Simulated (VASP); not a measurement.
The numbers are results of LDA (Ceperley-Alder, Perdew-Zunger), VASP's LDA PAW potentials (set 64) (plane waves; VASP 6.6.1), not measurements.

VASP input:

File KPOINTS:
```
K-points
0
gamma
 10 10 5
0.5 0.5 0.5
```

**POSCAR**
```
GaN
1.0
  3.1889300000   0.0000000000   0.0000000000
 -1.5944650000   2.7616940000   0.0000000000
  0.0000000000   0.0000000000   5.1923600000
Ga N
2 2
direct
  0.6815730000   0.3438180000   0.5008950000
  0.3291640000   0.6766550000   1.0074090000
  0.6758930000   0.3359830000   0.8746110000
  0.3133710000   0.6435450000   0.3670850000
```

**INCAR**
```
SYSTEM = GaN
PREC = Accurate
ENCUT = 400
EDIFF = 1E-6
NELM = 100
ALGO = Normal
LREAL = .FALSE.
LASPH = .TRUE.
ISMEAR = 0
SIGMA = 0.01
LMAXMIX = 4
LWAVE = .FALSE.
LCHARG = .FALSE.
ISIF = 2
```

POTCAR, in this order: Ga_d N (LDA.64 set). Program: vasp_std.

**Question.** What will the output report for the number of irreducible k-points (NKPTS), largest plane-wave count, number of space-group operations, FFT grid (NGX, NGY, NGZ)?

**Answer.** 
```yaml
number of irreducible k-points (NKPTS): 750
largest_plane_wave_count: 842
number_of_space_group_operations: 1
FFT grid (NGX, NGY, NGZ): 24 × 24 × 36
```

The structure comes from a computed database's GaN entry; how it stands against other phases isn't given here. The cell was not relaxed at this level, atoms are displaced from their ideal sites.
